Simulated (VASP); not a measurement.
Here is a VASP 6.6.1 calculation.

Contents of INCAR:

```
SYSTEM = Al
  PREC = Accurate
  ENCUT = 520
  EDIFF = 1E-6
  ISMEAR = 1
  SIGMA = 0.1
  LREAL = .False.
  LASPH = .True.
  NELM = 80
  ALGO = Normal
  ISIF = 2
  LWAVE = .False.
  LCHARG = .False.
  LDIPOL = .True.
  IDIPOL = 3
  DIPOL = 0.5 0.5 0.500
  NBANDS = 20
  LVHAR = .True.
  LVACPOTAV = .True.
  ICORELEVEL = 1
  KPAR = 4
```

The input KPOINTS:

```
regular mesh
0
Gamma
  14 14 1
  0 0 0
```

Contents of POSCAR:

```
Al
1.0
    2.8174514100      0.0000000000      0.0000000000
    0.0000000000      2.8174514100      0.0000000000
    0.0000000000      0.0000000000     26.9534340000
Al
7
Direct
    0.5000000000      0.5000000000      0.2782576800
    0.0000000000      0.0000000000      0.3521717900
    0.5000000000      0.5000000000      0.4260858900
    0.0000000000      0.0000000000      0.5000000000
    0.5000000000      0.5000000000      0.5739141100
    0.0000000000      0.0000000000      0.6478282100
    0.5000000000      0.5000000000      0.7217423200
```

Potentials or basis: VASP PAW LDA potentials, release 64 (Al).

Launch:

```console
$ cat potpaw_LDA.64/Al/POTCAR > POTCAR
$ mpirun -np 4 vasp_std > vasp.out
```

What does it give for the work function of the upper face?

4.44 eV.

Predict the band gap on the k mesh.

none (metal or under the smearing width).

Forces on the atoms (eV/Å):
```
Al   0.000  0.000 -0.041
Al   0.000  0.000  0.012
Al   0.000  0.000  0.112
Al   0.000  0.000  0.000
Al   0.000  0.000 -0.112
Al   0.000  0.000 -0.012
Al   0.000  0.000  0.041
```
